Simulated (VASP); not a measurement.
An input for Ansatz (written as the equivalent of a VASP run, and not itself run):

Ansatz 0.2 input:
```yaml
crystal:
  lattice:
    - [2.7259562, 0.0000000, 0.0000000]
    - [0.0000000, 2.7259562, 0.0000000]
    - [0.0000000, 0.0000000, 2.7259562]
  atoms:
    - { symbol: Ta, position: [0.0000000, 0.0000000, 0.0000000] }
    - { symbol: N, position: [0.5000000, 0.5000000, 0.5000000] }
kpoints:
  mp_grid: { grid: [15, 15, 15] }
hamiltonian:
  xc: pbesol
  pseudopotentials: { kind: paw }
scf:
  occupations: { method: tetrahedron }
  max_iter: 100
output: { forces: true, stress: true, eigenvalues: true }
```

Question: Translate this input to VASP (INCAR, KPOINTS, POSCAR, choice of POTCAR).

Answer: Several could match; the one computed here: 
### INCAR
```
LCHARG = .TRUE.
LWAVE = .FALSE.
LREAL = .FALSE.   ! projection in real space or not
LORBIT = 11   ! lm-projected
ALGO = Normal
SYSTEM = TaN
ISIF = 2
LMAXMIX = 6   ! l cut-off of mixed one-centre charges
ENCUT = 520
EDIFF = 1E-7   ! SCF stop (eV)
GGA = PS   ! PBEsol
LASPH = .TRUE.
NEDOS = 601   ! DOS grid
ISMEAR = -5
PREC = Accurate
NELM = 100
```

KPOINTS:
```
Automatic mesh
0
Gamma
15 15 15
0 0 0
```

File POSCAR:
```
TaN
1
    2.7259562151     0.0000000000    -0.0000000000
    0.0000000000     2.7259562151    -0.0000000000
    0.0000000000     0.0000000000     2.7259562151
Ta N
1 1
Direct
  0.0000000000   0.0000000000   0.0000000000
  0.5000000000   0.5000000000   0.5000000000
```

POTCAR, in this order: Ta_pv N (PBE.64 set). Program: vasp_std.

Limits of the translation: each code has its own PAW files, so the cut-off isn't converted (ENCUT is set for VASP's; basis.ecutwfc is left out, and Ansatz then takes the one that its files recommend); Ansatz stops its SCF on the density residual and VASP on the energy change (EDIFF).

The structure was generated: TaN was put into the CsCl type type (Pm-3m), which need not be its known phase. It was relaxed first, which changed the volume by -34 %.
